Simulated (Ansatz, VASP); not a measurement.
# CoO (zincblende prototype) in two plane-wave programs, part 2 of 3

Aim: how closely do two programs agree when they are given the same cell, functional and k mesh? The cell is invented: As first built, before any earlier steps moved the atoms or strained the cell (in the runner's words): zincblende prototype, lattice guessed from radii. It may not be a known or stable phase. The cell is taken from a series of runs on this material, whose earlier steps may have relaxed, scaled, displaced or heated it; both programs get it as it stands.

VASP 6.6.1 and Ansatz 0.2.0.

So far: Starting point; Ansatz: single point, LDA, DFT+U, pair 1.

**3. VASP: single point, LDA, DFT+U, pair 1**

Level of this step: LDA, DFT+U (Co d 6.12 eV), spin-polarised from a ferromagnetic start; plane waves and PAW (Co, O); invented cell (VASP).

The same cell, functional (in two slightly different forms), mesh and smearing now go to VASP, with its own data sets.

Lines of VASP's logs that name or quote its potential files are left out, and so is its time.

Input file INCAR:

```
SYSTEM = CoO
PREC = Accurate
ENCUT = 520
EDIFF = 1E-06
NELM = 200
ISMEAR = -1
SIGMA = 0.05
LREAL = .FALSE.
ALGO = Normal
GGA = PW92
NBANDS = 27
ISPIN = 2
MAGMOM = 2.5 2.5 0.16 0.16
LDAU = .TRUE.
LDAUTYPE = 2
LDAUL = 2 -1
LDAUU = 6.12 0
LDAUJ = 0 0
LDAUPRINT = 1
LASPH = .TRUE.
LMAXMIX = 4
LORBIT = 11
LWAVE = .FALSE.
LCHARG = .FALSE.
ISIF = 2
GGA_COMPAT = .FALSE.
KPAR = 2
```

Input file POSCAR:

```
CoO
1.0
    0.0000000000     -2.2851447630     -2.2851447630
    0.0000000000      2.2851447630     -2.2851447630
    4.5702895260      0.0000000000      0.0000000000
Co O
2 2
Direct
    0.5000000000      0.5000000000      0.5000000000
    0.0000000000      0.0000000000      0.0000000000
    0.0000000000      0.5000000000      0.7500000000
    0.5000000000      0.0000000000      0.2500000000
```

Input file KPOINTS:

```
Automatic mesh
0
Gamma
9 9 6
0 0 0
```

Potentials, in the order of the species: Co and O (LDA family, release 64).

The run is started by

```
mpirun -np 2 vasp_std
```

Numbers of over 12 decimals in the logs are rounded to 6 here.

What it wrote:

```text
[banner, memory and clock lines left out]
running    2 mpi-ranks, on    1 nodes
 distrk:  each k-point on    1 cores,    2 groups
 distr:  one band on    1 cores,    1 groups

 POSCAR found type information on POSCAR CoO
 POSCAR found :  2 types and       4 ions
|                                                                             |
|               ----> ADVICE to this user running VASP <----                  |
|                                                                             |
|     You enforced a specific xc type in the INCAR file but a different       |
|     [... a line on the potential file left out ...]
|     I HOPE YOU KNOW WHAT YOU ARE DOING!                                     |
|                                                                             |

 LDA part: xc-table for (Slater(with rela. corr.)+PW92), standard interpolation
 POSCAR, INCAR and KPOINTS ok, starting setup
 FFT: planning ... GRIDC
 FFT: planning ... GRID_SOFT
 FFT: planning ... GRID
 WAVECAR not read
 entering main loop
       N       E                     dE             d eps       ncg     rms          rms(c)
DAV:   1     0.254900492651E+03    0.25490E+03   -0.13461E+04  6520   0.128E+03
DAV:   2     0.311504275473E+01   -0.25179E+03   -0.22517E+03  6682   0.307E+02
DAV:   3    -0.258247579170E+02   -0.28940E+02   -0.28150E+02  7180   0.120E+02
DAV:   4    -0.264573531607E+02   -0.63260E+00   -0.63066E+00  7137   0.184E+01
DAV:   5    -0.264740129529E+02   -0.16660E-01   -0.16658E-01  8455   0.277E+00    0.255E+01
DAV:   6    -0.232298497008E+02    0.32442E+01   -0.38840E+01  8227   0.987E+01    0.330E+01
DAV:   7    -0.235290858800E+02   -0.29924E+00   -0.90299E+00  7875   0.467E+01    0.154E+01
DAV:   8    -0.247090282428E+02   -0.11799E+01   -0.26614E+00  8925   0.152E+01    0.999E+00
DAV:   9    -0.251903006265E+02   -0.48127E+00   -0.88238E-01  8789   0.971E+00    0.200E+00
DAV:  10    -0.253977690186E+02   -0.20747E+00   -0.26361E-01  8792   0.912E+00    0.104E+00
DAV:  11    -0.254025983687E+02   -0.48294E-02   -0.63399E-02  7476   0.364E+00    0.580E-01
DAV:  12    -0.254108541718E+02   -0.82558E-02   -0.67708E-03  7959   0.183E+00    0.322E-01
DAV:  13    -0.254120791499E+02   -0.12250E-02   -0.24490E-03  8339   0.440E-01    0.160E-01
DAV:  14    -0.254126627460E+02   -0.58360E-03   -0.82480E-04  8661   0.298E-01    0.656E-02
DAV:  15    -0.254126731926E+02   -0.10447E-04   -0.14122E-04  7649   0.184E-01    0.248E-02
DAV:  16    -0.254126836251E+02   -0.10433E-04   -0.45141E-05  8258   0.929E-02    0.704E-03
DAV:  17    -0.254126842676E+02   -0.64244E-06   -0.41702E-06  6028   0.182E-02
   1 F= -.25412684E+02 E0= -.25412684E+02  d E =-.313490E-06  mag=     6.0000
```

Parts of OUTCAR (step 3):

```text
ion  position               nearest neighbor table
   1  0.500  0.500  0.500-   3 1.98   4 1.98   4 1.98   3 1.98
   2  0.000  0.000  0.000-   3 1.98   4 1.98   3 1.98   4 1.98
   3  0.000  0.500  0.750-   1 1.98   2 1.98   2 1.98   1 1.98
   4  0.500  0.000  0.250-   1 1.98   2 1.98   1 1.98   2 1.98

  LATTYP: Found a simple tetragonal cell.
 ALAT       =     3.2316827158
 C/A-ratio  =     1.4142135624

 Subroutine GETGRP returns: Found  8 space group operations
 (whereof  8 operations were pure point group operations)

The static configuration has the point symmetry D_2d.

 Found     60 irreducible k-points:

   k-points           NKPTS =     60   k-points in BZ     NKDIM =     60   number of bands    NBANDS=     27

   dimension x,y,z NGX =    24 NGY =   24 NGZ =   36
   dimension x,y,z NGXF=    48 NGYF=   48 NGZF=   72

   ENCUT  =  520.0 eV  38.22 Ry    6.18 a.u.   6.01  6.01  8.50*2*pi/ulx,y,z

   NELECT =      30.0000    total number of electrons

 k-points in reciprocal lattice and weights: Automatic mesh
   0.00000000  0.00000000  0.00000000       0.002
   0.11111111  0.00000000  0.00000000       0.008
   0.22222222  0.00000000  0.00000000       0.008
   0.33333333  0.00000000  0.00000000       0.008
   0.44444444  0.00000000  0.00000000       0.008
   0.11111111  0.11111111  0.00000000       0.008
   0.22222222  0.11111111  0.00000000       0.016
   0.33333333  0.11111111  0.00000000       0.016
   0.44444444  0.11111111  0.00000000       0.016
[...]
0.44444444  0.33333333  0.50000000       0.016
   0.44444444  0.44444444  0.50000000       0.008

atom =   1  type =  1  l = 2

 onsite density matrix

spin component  1

  1.0035  0.0000 -0.0000  0.0000 -0.0000
  0.0000  1.0035 -0.0000 -0.0000  0.0000
 -0.0000 -0.0000  0.9796  0.0000  0.0000
  0.0000 -0.0000  0.0000  1.0035  0.0000
 -0.0000  0.0000  0.0000  0.0000  0.9796

spin component  2

  0.1026 -0.0000  0.0000 -0.0000  0.0000
 -0.0000  0.1026  0.0000  0.0000 -0.0000
  0.0000  0.0000  0.9680 -0.0000  0.0000
 -0.0000  0.0000 -0.0000  0.1026 -0.0000
  0.0000 -0.0000  0.0000 -0.0000  0.9680

 occupancies and eigenvectors

  o =  0.1026  v =  0.0000  0.0000  0.0000  0.0000  0.0000  0.0000 -0.0000  0.0000  1.0000  0.0000      0.0000  0.0000  0.0000  0.0000  0.0000  0.0000  0.0000  0.0000  0.0000  0.0000
  o =  0.1026  v =  0.0000  0.0000  0.0000  0.0000  0.0000  1.0000  0.0000  0.0000  0.0000  0.0000      0.0000  0.0000  0.0000  0.0000  0.0000  0.0000  0.0000  0.0000  0.0000  0.0000
[...]
-0.0000  0.0000  0.0000  0.0000  0.9796

spin component  2

  0.1026 -0.0000 -0.0000 -0.0000  0.0000
 -0.0000  0.1026  0.0000  0.0000 -0.0000
 -0.0000  0.0000  0.9680  0.0000  0.0000
 -0.0000  0.0000  0.0000  0.1026 -0.0000
  0.0000 -0.0000  0.0000 -0.0000  0.9680

 occupancies and eigenvectors

  o =  0.1026  v =  0.0000  0.0000  0.0000  0.0000  0.0000  0.0000 -0.0000  0.0000 -1.0000 -0.0000      0.0000  0.0000  0.0000  0.0000  0.0000  0.0000  0.0000  0.0000  0.0000  0.0000
  o =  0.1026  v =  0.0000  0.0000  0.0000  0.0000  0.0000  1.0000  0.0000  0.0000  0.0000  0.0000      0.0000  0.0000  0.0000  0.0000  0.0000  0.0000  0.0000  0.0000  0.0000  0.0000
  o =  0.1026  v =  0.0000  0.0000  0.0000  0.0000  0.0000  0.0000 -1.0000  0.0000  0.0000 -0.0000      0.0000  0.0000  0.0000  0.0000  0.0000  0.0000  0.0000  0.0000  0.0000  0.0000
  o =  0.9680  v =  0.0000  0.0000  0.0000  0.0000  0.0000  0.0000  0.0000  0.5000  0.0000 -0.8660      0.0000  0.0000  0.0000  0.0000  0.0000  0.0000  0.0000  0.0000  0.0000  0.0000
  o =  0.9680  v =  0.0000  0.0000  0.0000  0.0000  0.0000  0.0000 -0.0000 -0.8660  0.0000 -0.5000      0.0000  0.0000  0.0000  0.0000  0.0000  0.0000  0.0000  0.0000  0.0000  0.0000
  o =  0.9796  v =  0.0000  0.0000 -0.5000 -0.0000  0.8660  0.0000  0.0000  0.0000  0.0000  0.0000      0.0000  0.0000  0.0000  0.0000  0.0000  0.0000  0.0000  0.0000  0.0000  0.0000
  o =  0.9796  v =  0.0000 -0.0000  0.8660  0.0000  0.5000  0.0000  0.0000  0.0000  0.0000  0.0000      0.0000  0.0000  0.0000  0.0000  0.0000  0.0000  0.0000  0.0000  0.0000  0.0000
  o =  1.0035  v =  0.0000 -1.0000 -0.0000  0.0000  0.0000  0.0000  0.0000  0.0000  0.0000  0.0000      0.0000  0.0000  0.0000  0.0000  0.0000  0.0000  0.0000  0.0000  0.0000  0.0000
  o =  1.0035  v =  1.0000  0.0000  0.0000  0.0000  0.0000  0.0000  0.0000  0.0000  0.0000  0.0000      0.0000  0.0000  0.0000  0.0000  0.0000  0.0000  0.0000  0.0000  0.0000  0.0000
  o =  1.0035  v =  0.0000 -0.0000  0.0000 -1.0000 -0.0000  0.0000  0.0000  0.0000  0.0000  0.0000      0.0000  0.0000  0.0000  0.0000  0.0000  0.0000  0.0000  0.0000  0.0000  0.0000

 average (electrostatic) potential at core
       1 -83.4046       2 -83.4046       3 -71.0004       4 -71.0004

 E-fermi :   4.8940

 spin component 1
 k-point     1 :       0.0000    0.0000    0.0000
  band No.  band energies     occupation
    ...
     14       2.0436      1.00000
     15       2.0436      1.00000
     16       4.3339      0.99999
     17       4.3339      0.99999
     18       4.3339      0.99999
     19       5.3412      0.00013
     20       9.5402      0.00000
     21      14.8315      0.00000
     22      15.2713      0.00000
     23      18.8339      0.00000
    ...

 k-point     2 :       0.1111    0.0000    0.0000
  band No.  band energies     occupation
    ...
     14       2.1091      1.00000
     15       2.2012      1.00000
     16       3.8367      1.00000
     17       4.2177      1.00000
     18       4.3084      0.99999
     19       5.9322      0.00000
     20       9.8539      0.00000
     21      14.8168      0.00000
     22      15.0801      0.00000
     23      18.1377      0.00000
    ...

 k-point     3 :       0.2222    0.0000    0.0000
  band No.  band energies     occupation
    ...
     14       2.0948      1.00000
     15       2.5758      1.00000
     16       3.0725      1.00000
     17       3.8617      1.00000
     18       4.2234      1.00000
     19       6.9834      0.00000
     20      10.6061      0.00000
     21      14.3080      0.00000
     22      14.7931      0.00000
     23      16.8977      0.00000
    ...

 k-point     4 :       0.3333    0.0000    0.0000
  band No.  band energies     occupation
    ...
     14       2.0807      1.00000
     15       2.2999      1.00000
     16       3.0225      1.00000
     17       3.2957      1.00000
     18       4.0604      1.00000
     19       8.2347      0.00000
     20      11.3971      0.00000
     21      13.2303      0.00000
     22      14.7933      0.00000
     23      15.8496      0.00000
    ...

 k-point     5 :       0.4444    0.0000    0.0000
  band No.  band energies     occupation
    ...
     14       1.5455      1.00000
     15       2.2296      1.00000
     16       2.6700      1.00000
     17       3.4490      1.00000
     18       3.8026      1.00000
     19       9.6143      0.00000
     20      10.9712      0.00000
     21      13.3649      0.00000
     22      14.6129      0.00000
     23      14.9037      0.00000
    ...

 k-point     6 :       0.1111    0.1111    0.0000
  band No.  band energies     occupation
    ...
     14       1.7390      1.00000
     15       2.3988      1.00000
     16       3.6738      1.00000
     17       4.1099      1.00000
     18       4.1099      1.00000
     19       6.3457      0.00000
     20      10.1437      0.00000
     21      14.8064      0.00000
     22      15.0541      0.00000
     23      17.7015      0.00000
    ...

  Total       -2.1979417     -2.1987442     -2.1987442      0.0000000      0.0000000      0.0000000
  in kB      -73.7777842    -73.8047217    -73.8047217      0.0000000      0.0000000      0.0000000
  external PRESSURE =     -73.7957425 kB  Pullay stress =       0.0000000 kB

  energy-cutoff  :      520.00
  volume of cell :       47.73
      direct lattice vectors                 reciprocal lattice vectors
     0.000000000 -2.285144763 -2.285144763     0.000000000 -0.218804519 -0.218804519
     0.000000000  2.285144763 -2.285144763     0.000000000  0.218804519 -0.218804519
     4.570289526  0.000000000  0.000000000     0.218804519  0.000000000  0.000000000

 POSITION                                       TOTAL-FORCE (eV/Angst)
 -----------------------------------------------------------------------------------
      2.28514      0.00000     -2.28514        -0.000000     -0.000000     -0.000000
      0.00000      0.00000      0.00000         0.000000      0.000000      0.000000
      3.42772      1.14257     -1.14257         0.000000      0.000000      0.000000
      1.14257     -1.14257     -1.14257         0.000000      0.000000      0.000000
 -----------------------------------------------------------------------------------
    total drift:                               -0.000000      0.000000     -0.000000

  FREE ENERGIE OF THE ION-ELECTRON SYSTEM (eV)
  ---------------------------------------------------
  free  energy   TOTEN  =       -25.4126842676 eV

  energy  without entropy=      -25.4126839541  energy(sigma->0) =      -25.41268411

 total charge
# of ion       s       p       d       tot
------------------------------------------
    1        0.360   0.439   7.186   7.985
    2        0.360   0.439   7.186   7.985
    3        1.533   3.461   0.000   4.994
    4        1.533   3.461   0.000   4.994
--------------------------------------------------
tot          3.787   7.799  14.371  25.957

 magnetization (x)
# of ion       s       p       d       tot
------------------------------------------
    1        0.017   0.044   2.721   2.783
    2        0.017   0.044   2.721   2.783
    3        0.010   0.130   0.000   0.140
    4        0.010   0.130   0.000   0.140
--------------------------------------------------
tot          0.055   0.348   5.443   5.846

[... 6 further parts left out ...]
```

The magnetic state follows from one typed start and may not be the lowest.

**4. Side by side**

Known differences besides the potentials themselves: VASP starts from the moments at which Ansatz ended; U acts on the PAW sphere in VASP and on atomic orbitals in Ansatz, so only states and trends compare; the data sets hold 46 valence electrons in Ansatz (on its default PAW (the set named soft_2) files) and 30 in VASP; the cutoff is 420 eV in Ansatz and 520 eV in VASP; VASP's log shows a relativistic correction to its local exchange, Ansatz's none; site moments are counted in spheres of each program's own size. Total energies have different zeros and are not compared.

Compared:

| quantity | Ansatz | VASP | difference |
| --- | --- | --- | --- |
| total moment (μB) | 6.00 | 6.00 | 0.00 |
| moment on Co1 (μB) | 2.50 | 2.78 | -0.28 |
| moment on Co2 (μB) | 2.50 | 2.78 | -0.28 |
| moment on O3 (μB) | 0.17 | 0.14 | +0.02 |
| moment on O4 (μB) | 0.17 | 0.14 | +0.02 |

**5. Ansatz: single point, LDA, DFT+U, pair 2**

With cell and atoms fixed, the geometry can't cause a difference; cores, projectors, grids and the points listed under the comparison can.

The cell is taken from a series of runs on this material, whose earlier steps may have relaxed, scaled, displaced or heated it; both programs get it as it stands.

Input file input.yaml:

```yaml
crystal:
  lattice:
    - [0.0, -2.285144763, -2.285144763]
    - [-2.285144763, 0.0, -2.285144763]
    - [2.285144763, 2.285144763, -4.570289526]
  atoms:
    - { symbol: Co, position: [0.5, 0.5, 0.5], spin: 3.0 }
    - { symbol: Co, position: [0.0, 0.0, 0.0], spin: 3.0 }
    - { symbol: O, position: [0.125, 0.125, 0.625] }
    - { symbol: O, position: [0.625, 0.625, 0.125] }
magnetization:
  spin_polarized: true
kpoints:
  mp_grid: { grid: [10, 10, 10] }
hamiltonian:
  xc: lda
  hubbard:
    sites:
      - { species: Co, l: d, u_eff: 0.88 }
      - { site: 0, l: d, u_eff: 0.88, starting_ns: [{ spin: up, occupation_matrix: co1_major }, { spin: down, occupation_matrix: co1_minor }] }
      - { site: 1, l: d, u_eff: 0.88, starting_ns: [{ spin: up, occupation_matrix: co1_major }, { spin: down, occupation_matrix: co1_minor }] }
    projectors: ortho-atomic
    occupation_matrices:
      co1_major:
        matrix:
          - [0.997, 0.0, 0.0, 0.0, 0.0]
          - [0.0, 0.984, 0.0, 0.0, 0.0]
          - [0.0, 0.0, 0.984, 0.0, 0.0]
          - [0.0, 0.0, 0.0, 0.997, 0.0]
          - [0.0, 0.0, 0.0, 0.0, 0.984]
      co1_minor:
        matrix:
          - [0.816, 0.0, 0.0, 0.0, 0.0]
          - [0.0, 0.301, 0.0, 0.0, 0.0]
          - [0.0, 0.0, 0.301, 0.0, 0.0]
          - [0.0, 0.0, 0.0, 0.816, 0.0]
          - [0.0, 0.0, 0.0, 0.0, 0.301]
scf:
  occupations: { method: fermi_dirac, width: 0.05 }
output:
  eigenvalues: true
  write_density: true
  write_potential: true
  elf: true
  volumetric_format: npy
```

The run is started by

```
ansatz run input.yaml --threads 4 --pin off --max-ram 8192MiB --backend cpu --events-out ev --progress --plain --runs-dir out
```

What it wrote:

```text
[...]
Crystal: 4 atoms, lattice volume = 47.731 Å³
Basis set: ecut = 420 eV, 923 PW (Γ)
Bands: 32, of which v1, the nominal top of the filled ones, is band 23 counted from 1 (22 counted from 0)
Symmetry: 12 space group operations
[...]
k-points: 116 of 1000 (time reversal used)
[...]
Starting moments: Σ|m| = 6 μB on 2 of 4 sites
[...]
k-point 0 ↑: bands = [... 19 lower, 7.3084, 7.3084, 9.1211, 9.1211, 9.9264, 9.9536, 9.9536, 9.9537, ... 5 higher]
  k-point 1 ↑: bands = [... 19 lower, 7.2957, 7.2957, 9.1504, 9.1504, 9.6891, 9.9383, 9.9383, 10.2350, ... 5 higher]
  k-point 2 ↑: bands = [... 19 lower, 7.2641, 7.3423, 9.2313, 9.2313, 9.4313, 9.8939, 9.8939, 10.6209, ... 5 higher]
  k-point 115 ↓: bands = [... 19 lower, 9.5653, 9.9313, 9.9313, 10.9659, 10.9659, 11.2545, 11.2545, 17.1845, ... 5 higher]
Occupation matrices written to <dir>
[key lines of the parts left out:]
SCF converged after 16 iterations
Magnetization: 5.8150 μB (25.9075 up, 20.0925 down)
Free energy (F): -11232.019370 eV
Fermi energy:    9.787945 eV
```

**6. VASP: single point, LDA, DFT+U, pair 2**

The same cell, functional (in two slightly different forms), mesh and smearing now go to VASP, with its own data sets.

Edit INCAR of step 3 so:

```diff
@@ -12,3 +12,3 @@
 ISPIN = 2
-MAGMOM = 2.5 2.5 0.16 0.16
+MAGMOM = 2.33 2.33 0.34 0.34
 LDAU = .TRUE.
@@ -16,3 +16,3 @@
 LDAUL = 2 -1
-LDAUU = 6.12 0
+LDAUU = 0.88 0
 LDAUJ = 0 0
```

Input file POSCAR:

```
CoO
1.0
    0.0000000000     -2.2851447630     -2.2851447630
   -2.2851447630      0.0000000000     -2.2851447630
    2.2851447630      2.2851447630     -4.5702895260
Co O
2 2
Direct
    0.5000000000      0.5000000000      0.5000000000
    0.0000000000      0.0000000000      0.0000000000
    0.1250000000      0.1250000000      0.6250000000
    0.6250000000      0.6250000000      0.1250000000
```

Input file KPOINTS:

```
Automatic mesh
0
Gamma
10 10 10
0 0 0
```

The run is started by

```
mpirun -np 2 vasp_std
```

What it wrote:

```text
[banner, memory and clock lines left out]
running    2 mpi-ranks, on    1 nodes
[...]
[... a notice as in an earlier step ...]

 LDA part: xc-table for (Slater(with rela. corr.)+PW92), standard interpolation
 POSCAR, INCAR and KPOINTS ok, starting setup
[...]
entering main loop
       N       E                     dE             d eps       ncg     rms          rms(c)
DAV:   1     0.247788528261E+03    0.24779E+03   -0.13333E+04 12576   0.128E+03
DAV:   2    -0.573690576698E+01   -0.25353E+03   -0.22715E+03 12902   0.307E+02
DAV:   3    -0.334471940132E+02   -0.27710E+02   -0.26265E+02 13983   0.116E+02
DAV:   4    -0.341074524109E+02   -0.66026E+00   -0.65789E+00 13668   0.185E+01
[...]
DAV:  14    -0.287028644837E+02   -0.21004E-04   -0.57449E-05 14114   0.752E-02    0.550E-02
DAV:  15    -0.287028729916E+02   -0.85079E-05   -0.34668E-05 14135   0.650E-02    0.326E-02
DAV:  16    -0.287028723407E+02    0.65089E-06   -0.57543E-06 11531   0.413E-02
   1 F= -.28702872E+02 E0= -.28689475E+02  d E =-.267939E-01  mag=     5.8568
```

Parts of OUTCAR (step 6):

```text
  Total       -5.2951229     -5.2951229     -5.2951229      0.0008618     -0.0008618     -0.0008618
  in kB     -177.7401255   -177.7401255   -177.7401255      0.0289282     -0.0289282     -0.0289282
  external PRESSURE =    -177.7401255 kB  Pullay stress =       0.0000000 kB

 POSITION                                       TOTAL-FORCE (eV/Angst)
 -----------------------------------------------------------------------------------
      0.00000      0.00000     -4.57029         0.000194      0.000194     -0.000194
      0.00000      0.00000      0.00000         0.000194      0.000194     -0.000194
      1.14257      1.14257     -3.42772        -0.000194     -0.000194      0.000194
     -1.14257     -1.14257     -3.42772        -0.000194     -0.000194      0.000194
 -----------------------------------------------------------------------------------
    total drift:                                0.000026      0.000026     -0.000006

  FREE ENERGIE OF THE ION-ELECTRON SYSTEM (eV)
  ---------------------------------------------------
  free  energy   TOTEN  =       -28.7028723407 eV

  energy  without entropy=      -28.6760784330  energy(sigma->0) =      -28.68947539

 magnetization (x)
# of ion       s       p       d       tot
------------------------------------------
    1        0.018   0.049   2.442   2.509
    2        0.018   0.049   2.442   2.509
    3        0.020   0.310   0.000   0.330
    4        0.020   0.310   0.000   0.330
--------------------------------------------------
tot          0.075   0.718   4.883   5.676

[... 3 further parts left out ...]
[key lines of the parts left out:]
E-fermi :   5.0467
```

The run ends at a pressure of -17.77 GPa, with forces up to 3.4e-4 eV/Å.

(Part 2 of 3 ends here.)

[Lines on the potential files, build, host, timing and source positions are cut from VASP's logs without a mark.]

[Logs are printed without paths, hosts, clocks, repeated set-up lines and the standing remarks that a program may print on its own settings, such as how far it seeks lower states.]

[Hosts, paths, dates, database ids (printed as entryN), source tags and the programs' standing remarks are cut or masked in the printed files.]
